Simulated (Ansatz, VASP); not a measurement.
**Two plane-wave programs on Al16SO23 (a cell with a defect)**

INCAR

```
ALGO = Fast ; EDIFF = 1E-8
ENCUT = 520 ; GGA = PE
ISIF = 2 ; ISMEAR = -1
LASPH = True ; LCHARG = False
LEFG = True ; LREAL = Auto
LWAVE = False ; NBANDS = 122
NELM = 100 ; PREC = Accurate
SIGMA = 0.01
```

KPOINTS

```
k-points
0
Gamma
  3 3 3
```

The input POSCAR:

```
Al16SO23
1.0
   -4.8050272208     -2.7741837594      4.3720844159
    4.8050272208     -2.7741837594      4.3720844159
    0.0000000000      5.5483675188      4.3720844159
Al S O
16 1 23
Direct
    0.6479040000      0.6479040000      0.6479040000
    0.1479040000      0.1479040000      0.6479040000
    0.1479040000      0.6479040000      0.1479040000
    0.6479040000      0.1479040000      0.1479040000
    0.8520960000      0.8520960000      0.8520960000
    0.3520960000      0.3520960000      0.8520960000
    0.3520960000      0.8520960000      0.3520960000
    0.8520960000      0.3520960000      0.3520960000
    0.1479040000      0.1479040000      0.1479040000
    0.6479040000      0.6479040000      0.1479040000
    0.6479040000      0.1479040000      0.6479040000
    0.1479040000      0.6479040000      0.6479040000
    0.3520960000      0.3520960000      0.3520960000
    0.8520960000      0.8520960000      0.3520960000
    0.8520960000      0.3520960000      0.8520960000
    0.3520960000      0.8520960000      0.8520960000
    0.4030727500      0.5969272500      0.2500000000
    0.9030727500      0.0969272500      0.2500000000
    0.9030727500      0.5969272500      0.7500000000
    0.4030727500      0.0969272500      0.7500000000
    0.4030727500      0.7500000000      0.5969272500
    0.9030727500      0.2500000000      0.5969272500
    0.9030727500      0.7500000000      0.0969272500
    0.4030727500      0.2500000000      0.0969272500
    0.5969272500      0.2500000000      0.4030727500
    0.0969272500      0.7500000000      0.4030727500
    0.0969272500      0.2500000000      0.9030727500
    0.5969272500      0.7500000000      0.9030727500
    0.2500000000      0.4030727500      0.5969272500
    0.7500000000      0.9030727500      0.5969272500
    0.7500000000      0.4030727500      0.0969272500
    0.2500000000      0.9030727500      0.0969272500
    0.7500000000      0.5969272500      0.4030727500
    0.2500000000      0.0969272500      0.4030727500
    0.2500000000      0.5969272500      0.9030727500
    0.7500000000      0.0969272500      0.9030727500
    0.5969272500      0.4030727500      0.7500000000
    0.0969272500      0.9030727500      0.7500000000
    0.0969272500      0.4030727500      0.2500000000
    0.5969272500      0.9030727500      0.2500000000
```

Input for Ansatz:

```yaml
crystal:
  lattice:
    - [-4.8050272208, -2.7741837594, 4.3720844159]
    - [4.8050272208, -2.7741837594, 4.3720844159]
    - [0.0, 5.5483675188, 4.3720844159]
  atoms:
    - { symbol: Al, position: [0.647904, 0.647904, 0.647904] }
    - { symbol: Al, position: [0.147904, 0.147904, 0.647904] }
    - { symbol: Al, position: [0.147904, 0.647904, 0.147904] }
    - { symbol: Al, position: [0.647904, 0.147904, 0.147904] }
    - { symbol: Al, position: [0.852096, 0.852096, 0.852096] }
    - { symbol: Al, position: [0.352096, 0.352096, 0.852096] }
    - { symbol: Al, position: [0.352096, 0.852096, 0.352096] }
    - { symbol: Al, position: [0.852096, 0.352096, 0.352096] }
    - { symbol: Al, position: [0.147904, 0.147904, 0.147904] }
    - { symbol: Al, position: [0.647904, 0.647904, 0.147904] }
    - { symbol: Al, position: [0.647904, 0.147904, 0.647904] }
    - { symbol: Al, position: [0.147904, 0.647904, 0.647904] }
    - { symbol: Al, position: [0.352096, 0.352096, 0.352096] }
    - { symbol: Al, position: [0.852096, 0.852096, 0.352096] }
    - { symbol: Al, position: [0.852096, 0.352096, 0.852096] }
    - { symbol: Al, position: [0.352096, 0.852096, 0.852096] }
    - { symbol: S, position: [0.40307275, 0.59692725, 0.25] }
    - { symbol: O, position: [0.90307275, 0.09692725, 0.25] }
    - { symbol: O, position: [0.90307275, 0.59692725, 0.75] }
    - { symbol: O, position: [0.40307275, 0.09692725, 0.75] }
    - { symbol: O, position: [0.40307275, 0.75, 0.59692725] }
    - { symbol: O, position: [0.90307275, 0.25, 0.59692725] }
    - { symbol: O, position: [0.90307275, 0.75, 0.09692725] }
    - { symbol: O, position: [0.40307275, 0.25, 0.09692725] }
    - { symbol: O, position: [0.59692725, 0.25, 0.40307275] }
    - { symbol: O, position: [0.09692725, 0.75, 0.40307275] }
    - { symbol: O, position: [0.09692725, 0.25, 0.90307275] }
    - { symbol: O, position: [0.59692725, 0.75, 0.90307275] }
    - { symbol: O, position: [0.25, 0.40307275, 0.59692725] }
    - { symbol: O, position: [0.75, 0.90307275, 0.59692725] }
    - { symbol: O, position: [0.75, 0.40307275, 0.09692725] }
    - { symbol: O, position: [0.25, 0.90307275, 0.09692725] }
    - { symbol: O, position: [0.75, 0.59692725, 0.40307275] }
    - { symbol: O, position: [0.25, 0.09692725, 0.40307275] }
    - { symbol: O, position: [0.25, 0.59692725, 0.90307275] }
    - { symbol: O, position: [0.75, 0.09692725, 0.90307275] }
    - { symbol: O, position: [0.59692725, 0.40307275, 0.75] }
    - { symbol: O, position: [0.09692725, 0.90307275, 0.75] }
    - { symbol: O, position: [0.09692725, 0.40307275, 0.25] }
    - { symbol: O, position: [0.59692725, 0.90307275, 0.25] }
kpoints:
  mp_grid: { grid: [3, 3, 3] }
scf:
  occupations: { method: fermi_dirac, width: 0.01 }
hamiltonian:
  xc: pbe
  pseudopotentials: { kind: paw }
output:
  forces: true
  stress: true
  populations: true
  efg:
    quadrupole_moments_barn: { Al: 0.1466, S: -0.0694, O: -0.02558 }
    contact_densities: true
  write_density: true
  write_potential: true
  elf: true
  volumetric_format: npy
basis:
  ecutwfc: "450 eV"
```

Alike in both runs: task electric field gradients; functional PBE; k mesh 3 × 3 × 3; occupations fermi-dirac, width 0.01 eV; no spin polarisation.

```csv
,VASP,Ansatz
version,VASP 6.6.1,Ansatz 0.2.0
potentials or method,"VASP PAW PBE potentials, release 64 (Al, S, O)","plane-wave PAW, scalar-relativistic"
plane-wave cutoff (eV),520,450
valence electrons in the cell,192,192
```

Ansatz gave:

```
gap on the k mesh at the Fermi level (eV)                      : 5.86
pressure (GPa)                                                 : 12.3
largest component of the traceless stress (GPa)                : 5.64
rms of the force components (eV/Å)                             : 1.450
Vzz of the field gradient on the site that differs most (V/Å²) : -40.7
```

Task: Which values does VASP return?

Result: gap on the k mesh at the Fermi level (eV): 5.85; pressure (GPa): 12.2; largest component of the traceless stress (GPa): 5.62; rms of the force components (eV/Å): 1.439; Vzz of the field gradient on the site that differs most (V/Å²): -48.5.

Atom by atom the forces differ by 0.012 eV/Å (rms over components).

As with any semilocal functional, this PBE gap is likely too small.
